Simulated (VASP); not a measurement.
All values below come from PBE GGA, VASP's PBE PAW potentials (set 64) (plane waves; VASP).

The input files of a VASP run:

File POSCAR:
```
AlC62
1.0
  7.1465551589   0.0000000000   0.0000000000
  0.0000000000   7.1465551589   0.0000000000
  0.0000000000   0.0000000000   7.1465551589
C Al
62 1
Cartesian
  3.5732775795   0.0000000000   0.0000000000
  4.5132568329   0.9406653228   0.8886526943
  5.3708363055   1.8142387857   0.0141859120
  6.2754758437   2.6333769381   0.8731303765
  5.3156934859   0.0357685086   1.7739036284
  6.2712522296   0.8689067624   2.6646859962
  0.0000000000   0.0000000000   0.0000000000
  0.8933193949   0.8933193949   0.8933193949
  1.7866387897   1.7866387897   0.0000000000
  2.7174061336   2.6307398592   0.9180178895
  3.6046152238   3.5307770159   0.0156723955
  4.4675260265   4.4645816458   0.9389572961
  5.3599163692   5.3599163692   0.0000000000
  6.2532357640   6.2532357640   0.8933193949
  1.7866387897   0.0000000000   1.7866387897
  2.6552168106   0.8812345701   2.6904278879
  3.6005631270   1.7433521051   1.8052770056
  5.3647474405   3.5370159586   1.7464465635
  6.2277440018   4.4317146386   2.7226302654
  3.5913226312  -0.0262778833   3.5801811517
  4.4722713391   0.8505186760   4.5006288700
  5.3504328905   1.7510632381   3.5423187025
  6.2522995653   2.7011977465   4.5151792563
  5.3599163692   0.0000000000   5.3599163692
  6.2532357640   0.8933193949   6.2532357640
  0.0000000000   3.5732775795   0.0000000000
  0.8933193949   4.4665969743   0.8933193949
  1.7866387897   5.3599163692   0.0000000000
  2.6799581846   6.2532357640   0.8933193949
  0.0000000000   1.7866387897   1.7866387897
  0.8933193949   2.6799581846   2.6799581846
  1.7453888733   3.6200089036   1.7560158009
  2.6380722248   4.4434921615   2.6949945366
  3.5779657196   5.3796265683   1.8330270793
  4.4665969743   6.2532357640   2.6799581846
  0.0000000000   0.0000000000   3.5732775795
  0.8933193949   0.8933193949   4.4665969743
  1.7545936364   1.7489978837   3.5457133162
  2.6578681826   2.6332554466   4.4419913849
  4.4778027728   4.5078969166   4.4707634160
  5.3472884062   5.3111482768   3.6062660781
  6.2532357640   6.2532357640   4.4665969743
  1.7866387897   0.0000000000   5.3599163692
  2.6799581846   0.8933193949   6.2532357640
  3.5943241844   1.8318050183   5.3847649415
  4.4665969743   2.6799581846   6.2532357640
  5.3721226854   3.5953890211   5.3140140454
  6.2532357640   4.4665969743   6.2532357640
  0.0000000000   5.3599163692   1.7866387897
  0.8933193949   6.2532357640   2.6799581846
  0.0000000000   3.5732775795   3.5732775795
  0.8933193949   4.4665969743   4.4665969743
  1.7866387897   5.3599163692   3.5732775795
  2.6799581846   6.2532357640   4.4665969743
  0.0000000000   1.7866387897   5.3599163692
  0.8933193949   2.6799581846   6.2532357640
  1.7866387897   3.5732775795   5.3599163692
  2.6799581846   4.4665969743   6.2532357640
  3.5732775795   5.3599163692   5.3599163692
  4.4665969743   6.2532357640   6.2532357640
  0.0000000000   5.3599163692   5.3599163692
  0.8933193949   6.2532357640   6.2532357640
  3.5901934755   3.5993124799   3.5458276611
```

File KPOINTS:
```
kpoints
0
G
 1 1 1
```

**INCAR**
```
! general
SYSTEM  = AlC62
PREC    = Normal
ENCUT   = 400
LREAL   = Auto
LASPH   = .TRUE.
ISYM    = 0
NELECT  = 250.0

! electronic loop
EDIFF   = 1E-5
NELM    = 100
NELMIN  = 4
ALGO    = Fast

! smearing
ISMEAR  = 0
SIGMA   = 0.05

! functional
GGA     = PE

! spin
ISPIN   = 2
MAGMOM  = 63*0.0317
NUPDOWN = 2

! ions
IBRION  = 2
NSW     = 70
ISIF    = 2
EDIFFG  = -0.03

! output
LWAVE   = .TRUE.
LCHARG  = .FALSE.
LORBIT  = 10
```

POTCAR, in this order: C Al (PBE.64 set). Program: vasp_gam.

### Question
What will the output report for the number of irreducible k-points (NKPTS), largest plane-wave count, FFT grid (NGX, NGY, NGZ)?

### Answer

```yaml
number of irreducible k-points (NKPTS): 1
largest_plane_wave_count: 3310
FFT grid (NGX, NGY, NGZ): 36 × 36 × 36
```

The cell is a supercell with a defect, built from C (diamond): Al_C-vac_C, charge +1.
